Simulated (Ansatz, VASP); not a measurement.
**Cross-check of AlIn between VASP and Ansatz**

One calculation is typed for both programs; each brings its own data sets. How far apart do they land? The cell is generated by rule, not measured, and may not be a known phase. The cell is taken from a series of runs on this material, whose earlier steps may have relaxed, scaled, displaced or heated it; both programs get it as it stands.

Program: Ansatz 0.2.0. Level of theory: plane waves, with VASP 6.6.1 beside it; zone-centre phonons at PBEsol. Results are calculated unless marked as measured.

The structure was built from a prototype and need not be the compound's stable phase.

**1. Set-up**

Symmetry: Fm-3m, No. 225, cubic system. The conventional cell has a = 5.704 Å, b = 5.704 Å, c = 5.704 Å, α = 90.00°, β = 90.00°, γ = 90.00°. Nearest to Al lie 6 In at 2.85 Å. Nearest to In lie 6 Al at 2.85 Å. Farther neighbours are not listed.

As a file:

```cif
data_structure
_symmetry_space_group_name_H-M 'P 1'
_symmetry_Int_Tables_number 1
_cell_length_a 4.0335
_cell_length_b 4.0335
_cell_length_c 4.0335
_cell_angle_alpha 60.000
_cell_angle_beta 60.000
_cell_angle_gamma 60.000
_cell_volume 46.40
loop_
_atom_site_label
_atom_site_type_symbol
_atom_site_fract_x
_atom_site_fract_y
_atom_site_fract_z
_atom_site_occupancy
Al1 Al 0.50000 0.50000 0.50000 1
In2 In 0.00000 0.00000 0.00000 1
```

**2. VASP: zone-centre phonons, PBEsol**

Second derivatives magnify differences that forces hide, and they need a tight electronic threshold.

Lines of VASP's logs that name or quote its potential files are left out, and so is its time.

INCAR reads:

```
SYSTEM = AlIn
PREC = Accurate
ENCUT = 500
EDIFF = 1E-08
NELM = 120
ISMEAR = 1
SIGMA = 0.15
LREAL = .FALSE.
ALGO = Normal
GGA = PS
NBANDS = 14
LORBIT = 11
LWAVE = .FALSE.
LCHARG = .FALSE.
ISIF = 2
IBRION = 8
LASPH = .TRUE.
GGA_COMPAT = .FALSE.
KPAR = 2
```

POSCAR reads:

```
AlIn
1.0
   -2.8521402631      0.0000000000      2.8521402631
    0.0000000000      2.8521402631      2.8521402631
   -2.8521402631      2.8521402631      0.0000000000
Al In
1 1
Direct
    0.5000000000      0.5000000000      0.5000000000
    0.0000000000      0.0000000000      0.0000000000
```

KPOINTS reads:

```
Automatic mesh
0
Gamma
12 12 12
0 0 0
```

The projector-augmented-wave data sets are Al and In_d (PBE family, release 64).

Run with:

```bash
$ mpirun -np 2 vasp_std
```

Numbers of over 12 decimals in the logs are rounded to 6 here.

Log:

```text
[banner, memory and clock lines left out]
running    2 mpi-ranks, on    1 nodes
 distrk:  each k-point on    1 cores,    2 groups
 distr:  one band on    1 cores,    1 groups

 POSCAR found type information on POSCAR AlIn
 POSCAR found :  2 types and       2 ions
|                                                                             |
|               ----> ADVICE to this user running VASP <----                  |
|                                                                             |
|     You enforced a specific xc type in the INCAR file but a different       |
|     [... a line on the potential file left out ...]
|     I HOPE YOU KNOW WHAT YOU ARE DOING!                                     |
|                                                                             |

 LDA part: xc-table for (Slater+PW92), standard interpolation
 POSCAR, INCAR and KPOINTS ok, starting setup
 FFT: planning ... GRIDC
 FFT: planning ... GRID_SOFT
 FFT: planning ... GRID
 WAVECAR not read
 entering main loop
       N       E                     dE             d eps       ncg     rms          rms(c)
DAV:   1     0.868432704243E+02    0.86843E+02   -0.70643E+03  2028   0.123E+03
DAV:   2    -0.205185681738E+01   -0.88895E+02   -0.85417E+02  2100   0.282E+02
DAV:   3    -0.646514787557E+01   -0.44133E+01   -0.43646E+01  2610   0.624E+01
DAV:   4    -0.658065785249E+01   -0.11551E+00   -0.11548E+00  2698   0.102E+01
DAV:   5    -0.658482387751E+01   -0.41660E-02   -0.41659E-02  2886   0.159E+00    0.339E+00
DAV:   6    -0.651685678441E+01    0.67967E-01   -0.12201E-01  2676   0.669E+00    0.161E+00
DAV:   7    -0.650395725674E+01    0.12900E-01   -0.27784E-02  2712   0.277E+00    0.380E-01
DAV:   8    -0.650251610892E+01    0.14411E-02   -0.17786E-03  2630   0.582E-01    0.133E-01
DAV:   9    -0.650242842431E+01    0.87685E-04   -0.92254E-05  2858   0.922E-02    0.542E-02
DAV:  10    -0.650242957870E+01   -0.11544E-05   -0.63722E-06  2444   0.226E-02    0.425E-03
DAV:  11    -0.650242948008E+01    0.98612E-07   -0.51464E-07  2858   0.876E-03    0.363E-03
DAV:  12    -0.650242929584E+01    0.18424E-06   -0.32786E-08  2410   0.252E-03    0.167E-03
DAV:  13    -0.650242932331E+01   -0.27471E-07   -0.22487E-09  1530   0.591E-04    0.515E-04
DAV:  14    -0.650242932025E+01    0.30634E-08   -0.41199E-10  1380   0.228E-04
   1 F= -.65024293E+01 E0= -.65027162E+01  d E =0.860784E-03
 Linear response reoptimize wavefunctions to high precision
DAV:   1    -0.650242931776E+01    0.24900E-08   -0.24898E-10  1536   0.266E-04
DAV:   2    -0.650242931777E+01   -0.97771E-11   -0.81166E-11  1290   0.891E-05
 Linear response DOF=           2
 Linear response progress:
  Degree of freedom:   1/  2
       N       E                     dE             d eps       ncg     rms          rms(c)
RMM:   1    -0.687018792647E-02   -0.68702E-02    0.79864E-04  8809   0.560E-01
RMM:   2    -0.590628398559E-02    0.96390E-03   -0.68458E-04  8273   0.145E-01    0.427E-02
RMM:   3    -0.592283200193E-02   -0.16548E-04   -0.97737E-05  8439   0.731E-02    0.219E-02
RMM:   4    -0.595188381232E-02   -0.29052E-04   -0.24850E-05  8459   0.368E-02    0.808E-03
RMM:   5    -0.595660060295E-02   -0.47168E-05   -0.34765E-06  8371   0.135E-02    0.273E-03
RMM:   6    -0.595656047135E-02    0.40132E-07   -0.56024E-07  8907   0.477E-03    0.160E-03
RMM:   7    -0.595637742154E-02    0.18305E-06   -0.85534E-08  8884   0.180E-03    0.269E-04
RMM:   8    -0.595711607673E-02   -0.73866E-06    0.10033E-08  8626   0.764E-04    0.180E-04
RMM:   9    -0.595713453189E-02   -0.18455E-07    0.15552E-08  9371   0.255E-04    0.322E-04
RMM:  10    -0.595702064557E-02    0.11389E-06    0.98077E-09  8816   0.103E-04    0.283E-04
RMM:  11    -0.595702336597E-02   -0.27204E-08    0.12588E-08  9536   0.371E-05    0.126E-04
 first order change of Fermi-energy  -0.72949E-04
 force on displaced ion       1 direction 1 :  -3.687   0.000   0.000
 Linear response progress:
  Degree of freedom:   2/  2
       N       E                     dE             d eps       ncg     rms          rms(c)
RMM:   1    -0.232481946945E+00   -0.23248E+00   -0.12080E-01  6062   0.463E+00
RMM:   2    -0.234941378390E+00   -0.24594E-02   -0.83216E-03  7774   0.837E-01    0.434E-02
RMM:   3    -0.235063485551E+00   -0.12211E-03   -0.88665E-04  8209   0.241E-01    0.286E-02
RMM:   4    -0.235063505505E+00   -0.19953E-07   -0.68828E-05  8590   0.743E-02    0.107E-02
RMM:   5    -0.235097235525E+00   -0.33730E-04   -0.11755E-05  8852   0.278E-02    0.254E-03
RMM:   6    -0.235105651028E+00   -0.84155E-05   -0.21459E-06  8938   0.101E-02    0.151E-03
RMM:   7    -0.235107863885E+00   -0.22129E-05   -0.43874E-07  8636   0.367E-03    0.491E-04
RMM:   8    -0.235104974000E+00    0.28899E-05   -0.13039E-07  9222   0.159E-03    0.242E-04
RMM:   9    -0.235103921386E+00    0.10526E-05    0.11257E-06  9261   0.658E-04    0.129E-04
RMM:  10    -0.235103122274E+00    0.79911E-06    0.64581E-07  9239   0.326E-04    0.235E-05
RMM:  11    -0.235103375639E+00   -0.25337E-06    0.40447E-07  9347   0.163E-04    0.178E-05
RMM:  12    -0.235103368910E+00    0.67286E-08    0.22066E-07  9418   0.891E-05    0.968E-06
RMM:  13    -0.235103355944E+00    0.12966E-07    0.11643E-07  8661   0.524E-05    0.779E-06
RMM:  14    -0.235103320225E+00    0.35720E-07    0.76143E-08  8779   0.341E-05    0.882E-06
RMM:  15    -0.235103316892E+00    0.33328E-08    0.36953E-08  7380   0.247E-05    0.190E-06
 first order change of Fermi-energy   0.25613E-04
 force on displaced ion       2 direction 1 :  -3.674   0.000   0.000
 Linear response finished
```

From OUTCAR (step 2):

```text
ion  position               nearest neighbor table
   1  0.500  0.500  0.500-   2 2.85   2 2.85   2 2.85   2 2.85   2 2.85   2 2.85
   2  0.000  0.000  0.000-   1 2.85   1 2.85   1 2.85   1 2.85   1 2.85   1 2.85

  LATTYP: Found a face centered cubic cell.
 ALAT       =     5.7042805262

 Subroutine GETGRP returns: Found 48 space group operations
 (whereof 48 operations were pure point group operations)

The static configuration has the point symmetry O_h .

 Found     72 irreducible k-points:

   k-points           NKPTS =     72   k-points in BZ     NKDIM =     72   number of bands    NBANDS=     14

   dimension x,y,z NGX =    30 NGY =   30 NGZ =   30
   dimension x,y,z NGXF=    60 NGYF=   60 NGZF=   60

   ENCUT  =  500.0 eV  36.75 Ry    6.06 a.u.   7.35  7.35  7.35*2*pi/ulx,y,z

   NELECT =      16.0000    total number of electrons

 k-points in reciprocal lattice and weights: Automatic mesh
   0.00000000  0.00000000  0.00000000       0.001
   0.08333333  0.00000000  0.00000000       0.005
   0.16666667  0.00000000  0.00000000       0.005
   0.25000000  0.00000000  0.00000000       0.005
   0.33333333  0.00000000  0.00000000       0.005
   0.41666667  0.00000000  0.00000000       0.005
   0.50000000  0.00000000  0.00000000       0.002
   0.08333333  0.08333333  0.00000000       0.003
   0.16666667  0.08333333  0.00000000       0.014
[...]
-0.33333333  0.50000000  0.16666667       0.007
  -0.25000000  0.50000000  0.25000000       0.003

 average (electrostatic) potential at core
       1 -73.9146       2 -94.4249

  Total       -0.0001055     -0.0001055     -0.0001055      0.0000000      0.0000000      0.0000000
  in kB       -0.0036414     -0.0036414     -0.0036414      0.0000000      0.0000000      0.0000000
  external PRESSURE =      -0.0036414 kB  Pullay stress =       0.0000000 kB

  energy-cutoff  :      500.00
  volume of cell :       46.40
      direct lattice vectors                 reciprocal lattice vectors
    -2.852140263  0.000000000  2.852140263    -0.175306946 -0.175306946  0.175306946
     0.000000000  2.852140263  2.852140263     0.175306946  0.175306946  0.175306946
    -2.852140263  2.852140263  0.000000000    -0.175306946  0.175306946 -0.175306946

 POSITION                                       TOTAL-FORCE (eV/Angst)
 -----------------------------------------------------------------------------------
     -2.85214      2.85214      2.85214        -0.000000     -0.000000      0.000000
      0.00000      0.00000      0.00000         0.000000      0.000000     -0.000000
 -----------------------------------------------------------------------------------
    total drift:                               -0.000000     -0.000000      0.000000

 Eigenvectors and eigenvalues of the dynamical matrix
 ----------------------------------------------------

   1 f  =    6.419982 THz    40.337936 2PiTHz  214.147545 cm-1    26.550900 meV
             X         Y         Z           dx          dy          dz
     -2.852140  2.852140  2.852140     0.900149   -0.000000    0.000000
      0.000000  0.000000  0.000000    -0.435583    0.000000    0.000000

   2 f  =    6.419982 THz    40.337936 2PiTHz  214.147545 cm-1    26.550900 meV
             X         Y         Z           dx          dy          dz
     -2.852140  2.852140  2.852140     0.000000    0.900149    0.000000
      0.000000  0.000000  0.000000     0.000000   -0.435583    0.000000

   3 f  =    6.419982 THz    40.337936 2PiTHz  214.147545 cm-1    26.550900 meV
             X         Y         Z           dx          dy          dz
     -2.852140  2.852140  2.852140    -0.000000    0.000000   -0.900149
      0.000000  0.000000  0.000000    -0.000000    0.000000    0.435583

   4 f/i=    0.004427 THz     0.027817 2PiTHz    0.147678 cm-1     0.018310 meV
             X         Y         Z           dx          dy          dz
     -2.852140  2.852140  2.852140     0.064408   -0.376151    0.209988
      0.000000  0.000000  0.000000     0.133102   -0.777329    0.433948

   5 f/i=    0.004427 THz     0.027817 2PiTHz    0.147678 cm-1     0.018310 meV
             X         Y         Z           dx          dy          dz
     -2.852140  2.852140  2.852140    -0.041750    0.205872    0.381584
      0.000000  0.000000  0.000000    -0.086278    0.425443    0.788557

   6 f/i=    0.004427 THz     0.027817 2PiTHz    0.147678 cm-1     0.018310 meV
             X         Y         Z           dx          dy          dz
     -2.852140  2.852140  2.852140    -0.428767   -0.076550   -0.005612
      0.000000  0.000000  0.000000    -0.886063   -0.158194   -0.011597

 ELASTIC MODULI CONTR FROM IONIC RELAXATION (kBar)
 Direction    XX          YY          ZZ          XY          YZ          ZX
 --------------------------------------------------------------------------------
 XX           0.0000      0.0000      0.0000      0.0000      0.0000      0.0000
 YY           0.0000      0.0000      0.0000      0.0000      0.0000      0.0000
 ZZ           0.0000      0.0000      0.0000      0.0000      0.0000      0.0000
 XY           0.0000      0.0000      0.0000      0.0000      0.0000      0.0000
 YZ           0.0000      0.0000      0.0000      0.0000      0.0000      0.0000
 ZX           0.0000      0.0000      0.0000      0.0000      0.0000      0.0000
 --------------------------------------------------------------------------------
```

[end of part 1 of 2]

[Lines on the potential files, build, host, timing and source positions are cut from VASP's logs without a mark.]

[Logs are printed without paths, hosts, clocks, repeated set-up lines and the standing remarks that a program may print on its own settings, such as how far it seeks lower states.]

[Hosts, paths, dates, database ids (printed as entryN), source tags and the programs' standing remarks are cut or masked in the printed files.]
